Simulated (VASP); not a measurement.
Input:

```
AsB
1.0
    0.00000     2.44684     2.44684
    2.44684     0.00000     2.44684
    2.44684     2.44684     0.00000
B As
1 1
Cartesian
  0.00000   0.00000   0.00000
  1.22342   1.22342   1.22342
```

These are vdW-DF-cx, VASP's PBE PAW potentials (set 64) (plane waves; VASP) values and carry that method's errors. Run with 520 eV cut-off, 9×9×9 Γ-centred mesh, Gaussian smearing of 0.050 eV, potentials B As.

Problem. Predict the energy per atom (σ→0), pressure.

Solution. 
```
Property                                Value
---------------------  ----------------------
energy per atom (σ→0)  -455.7 kJ/mol of atoms
pressure                            -7.02 GPa
```

The compound is BAs in the zinc blende structure. This cell is one point of a volume scan, at 1.06 of the reference volume.
